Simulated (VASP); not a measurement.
Input of a VASP 6.6.1 run:

The input INCAR:

```
SYSTEM = ZrB3
PREC = Accurate
ENCUT = 520
EDIFF = 1E-6
ISMEAR = 0
SIGMA = 0.1
LREAL = .False.
LASPH = .True.
NELM = 100
ALGO = Fast
ISIF = 2
LWAVE = .False.
LCHARG = .True.
GGA = PE
LELF = .True.
LVHAR = .True.
NBANDS = 18
```

KPOINTS

```
regular mesh
0
Gamma
  20 20 20
  0 0 0
```

Contents of POSCAR:

```
ZrB3
1.0
   -1.6366854976      1.6366854976      3.8835512961
    1.6366854976     -1.6366854976      3.8835512961
    1.6366854976      1.6366854976     -3.8835512961
Zr B
1 3
Direct
    0.0000000000      0.0000000000      0.0000000000
    0.5000000000      0.5000000000      0.0000000000
    0.2500000000      0.7500000000      0.5000000000
    0.7500000000      0.2500000000      0.5000000000
```

Potentials or basis: VASP PAW PBE potentials, release 64 (Zr_sv, B).

The run is started by

```bash
$ cat potpaw_PBE.64/Zr_sv/POTCAR potpaw_PBE.64/B/POTCAR > POTCAR
$ mpirun -np 1 vasp_std > vasp.out
```

Q: Estimate the band gap on the k mesh.

A: None (metal or under the smearing width).

Q: What does it give for the pressure?

A: 0.1 GPa.
